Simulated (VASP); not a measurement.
OSZICAR of a VASP run on HfO$_{2}$ (relaxed from the CdI2 structure, space group P-3m1):

File OSZICAR:
```
       N       E                     dE             d eps       ncg     rms          rms(c)
DAV:   1     0.724809033962E+02    0.72481E+02   -0.12991E+04   840   0.144E+03
DAV:   2    -0.746082269068E+02   -0.14709E+03   -0.14461E+03  1094   0.333E+02
DAV:   3    -0.797604405868E+02   -0.51522E+01   -0.51456E+01  1113   0.626E+01
DAV:   4    -0.798005051706E+02   -0.40065E-01   -0.40061E-01  1036   0.588E+00
DAV:   5    -0.798010556036E+02   -0.55043E-03   -0.55043E-03  1141   0.626E-01    0.642E+01
DAV:   6    -0.690465045580E+02    0.10755E+02   -0.20199E+01  1036   0.324E+01    0.506E+01
DAV:   7    -0.680326463951E+02    0.10139E+01   -0.14914E+00  1134   0.125E+01    0.189E+01
DAV:   8    -0.703218960232E+02   -0.22892E+01   -0.14832E+00   931   0.119E+01    0.423E+00
DAV:   9    -0.670230709952E+02    0.32988E+01   -0.11351E+00   889   0.908E+00    0.352E+00
DAV:  10    -0.678432610051E+02   -0.82019E+00   -0.38901E-01   945   0.606E+00    0.117E+00
DAV:  11    -0.678642917749E+02   -0.21031E-01   -0.68828E-03  1148   0.916E-01    0.422E-01
DAV:  12    -0.679058387806E+02   -0.41547E-01   -0.80255E-03   938   0.114E+00    0.395E-01
DAV:  13    -0.679261230743E+02   -0.20284E-01   -0.88407E-03  1057   0.103E+00    0.981E-02
DAV:  14    -0.679267338145E+02   -0.61074E-03   -0.71520E-04  1015   0.336E-01    0.631E-02
DAV:  15    -0.679264981164E+02    0.23570E-03   -0.35245E-05  1106   0.700E-02    0.514E-02
DAV:  16    -0.679274336609E+02   -0.93554E-03   -0.33069E-04   952   0.222E-01    0.611E-02
DAV:  17    -0.679272306342E+02    0.20303E-03   -0.62206E-05   945   0.911E-02    0.103E-02
DAV:  18    -0.679274183470E+02   -0.18771E-03   -0.44078E-05   917   0.769E-02    0.290E-02
DAV:  19    -0.679274052197E+02    0.13127E-04   -0.24438E-06  1047   0.197E-02    0.165E-02
DAV:  20    -0.679274102093E+02   -0.49896E-05   -0.44206E-07   735   0.740E-03    0.329E-03
DAV:  21    -0.679274065099E+02    0.36994E-05   -0.77795E-07   686   0.962E-03    0.115E-03
DAV:  22    -0.679274068134E+02   -0.30352E-06   -0.59571E-08   497   0.255E-03
   1 F= -.67927407E+02 E0= -.67927407E+02  d E =-.679274E+02
       N       E                     dE             d eps       ncg     rms          rms(c)
DAV:   1    -0.679585464334E+02   -0.31140E-01   -0.10734E+00   959   0.102E+01    0.442E+00
DAV:   2    -0.679287321061E+02    0.29814E-01   -0.16298E-01  1015   0.308E+00    0.114E+00
DAV:   3    -0.679230977360E+02    0.56344E-02   -0.70641E-03  1078   0.829E-01    0.687E-01
DAV:   4    -0.679216453098E+02    0.14524E-02   -0.53942E-03   840   0.820E-01    0.386E-01
DAV:   5    -0.679100178808E+02    0.11627E-01   -0.92124E-03   896   0.113E+00    0.252E-01
DAV:   6    -0.679060211436E+02    0.39967E-02   -0.25567E-04  1170   0.182E-01    0.228E-01
DAV:   7    -0.679075675341E+02   -0.15464E-02   -0.30802E-05   924   0.708E-02    0.274E-01
DAV:   8    -0.679230382108E+02   -0.15471E-01   -0.34456E-03  1001   0.738E-01    0.521E-01
DAV:   9    -0.679234011530E+02   -0.36294E-03   -0.21398E-04  1169   0.170E-01    0.356E-01
DAV:  10    -0.679234012071E+02   -0.54149E-07   -0.68735E-06   987   0.246E-02
   2 F= -.67923401E+02 E0= -.67923401E+02  d E =0.400561E-02
       N       E                     dE             d eps       ncg     rms          rms(c)
DAV:   1    -0.679441229211E+02   -0.20722E-01   -0.44166E-01   952   0.660E+00    0.310E+00
DAV:   2    -0.679308322265E+02    0.13291E-01   -0.72199E-02  1001   0.204E+00    0.817E-01
DAV:   3    -0.679285679701E+02    0.22643E-02   -0.31445E-03  1071   0.563E-01    0.496E-01
DAV:   4    -0.679279033925E+02    0.66458E-03   -0.22982E-03   840   0.533E-01    0.258E-01
DAV:   5    -0.679234054482E+02    0.44979E-02   -0.49860E-03   868   0.852E-01    0.173E-01
DAV:   6    -0.679227057863E+02    0.69966E-03   -0.98811E-05  1176   0.104E-01    0.150E-01
DAV:   7    -0.679223967342E+02    0.30905E-03   -0.19210E-04   903   0.120E-01    0.295E-01
DAV:   8    -0.679284468767E+02   -0.60501E-02   -0.18976E-03   938   0.523E-01    0.466E-01
DAV:   9    -0.679288036422E+02   -0.35677E-03   -0.22886E-04  1127   0.166E-01    0.277E-01
DAV:  10    -0.679288003966E+02    0.32455E-05   -0.38201E-06  1008   0.183E-02    0.253E-01
DAV:  11    -0.679287712319E+02    0.29165E-04   -0.13909E-05  1022   0.279E-02    0.172E-01
DAV:  12    -0.679287700650E+02    0.11668E-05   -0.35350E-07   686   0.666E-03    0.186E-01
DAV:  13    -0.679287863104E+02   -0.16245E-04   -0.13717E-05  1099   0.347E-02    0.137E-01
DAV:  14    -0.679287679452E+02    0.18365E-04   -0.69139E-06   980   0.239E-02    0.680E-02
DAV:  15    -0.679287800228E+02   -0.12078E-04   -0.25707E-06  1040   0.166E-02    0.144E-02
DAV:  16    -0.679287676033E+02    0.12419E-04   -0.67027E-07   812   0.110E-02    0.850E-03
DAV:  17    -0.679287726564E+02   -0.50530E-05   -0.20310E-07   462   0.502E-03    0.296E-03
DAV:  18    -0.679287686421E+02    0.40142E-05   -0.76136E-08   441   0.312E-03    0.371E-04
DAV:  19    -0.679287700442E+02   -0.14020E-05   -0.16542E-08   441   0.138E-03    0.154E-04
DAV:  20    -0.679287696901E+02    0.35407E-06   -0.37305E-09   441   0.643E-04
   3 F= -.67928770E+02 E0= -.67928770E+02  d E =-.136288E-02
       N       E                     dE             d eps       ncg     rms          rms(c)
DAV:   1    -0.679287826553E+02   -0.12611E-04   -0.29057E-04   952   0.169E-01    0.733E-02
DAV:   2    -0.679287749640E+02    0.76913E-05   -0.43511E-05  1029   0.506E-02    0.189E-02
DAV:   3    -0.679287784773E+02   -0.35133E-05   -0.17556E-06   854   0.138E-02    0.109E-02
DAV:   4    -0.679287728073E+02    0.56700E-05   -0.17682E-06   638   0.146E-02    0.620E-03
DAV:   5    -0.679287821023E+02   -0.92950E-05   -0.33869E-06   873   0.212E-02    0.493E-03
DAV:   6    -0.679287826369E+02   -0.53458E-06   -0.79535E-08   840   0.309E-03
   4 F= -.67928783E+02 E0= -.67928783E+02  d E =-.137582E-02
       N       E                     dE             d eps       ncg     rms          rms(c)
DAV:   1    -0.679292095312E+02   -0.42743E-03   -0.11553E-01   840   0.305E+00    0.165E-01
DAV:   2    -0.679289220215E+02    0.28751E-03   -0.17836E-03  1113   0.362E-01    0.113E-01
DAV:   3    -0.679291366163E+02   -0.21459E-03   -0.87502E-05   847   0.114E-01    0.801E-02
DAV:   4    -0.679289361434E+02    0.20047E-03   -0.92461E-05   847   0.109E-01    0.149E-02
DAV:   5    -0.679291306108E+02   -0.19447E-03   -0.74519E-05   854   0.117E-01    0.158E-02
DAV:   6    -0.679291343480E+02   -0.37373E-05   -0.48036E-06   952   0.258E-02    0.920E-03
DAV:   7    -0.679291348159E+02   -0.46790E-06   -0.16116E-06   764   0.153E-02
   5 F= -.67929135E+02 E0= -.67929135E+02  d E =-.352179E-03
```

Which electronic solver shows in the log?

It is blocked Davidson (ALGO = Normal, or the opening steps of other solvers). The INCAR had ALGO = Normal.

Can the final energy be trusted as converged?

The calculation finished and met its thresholds. It stopped with EDIFF = 1E-6, NELM = 100, NSW = 60 and EDIFFG = -0.02 after 5 ionic steps (r2SCAN meta-GGA, plane waves, VASP's PBE PAW potentials (set 64)).

The structure was generated: HfO2 was put into the CdI2 type (P-3m1), which need not be its known phase. This run relaxes it. Symmetry was kept, so distortions that lower it aren't found. The start is the result of an earlier pass.
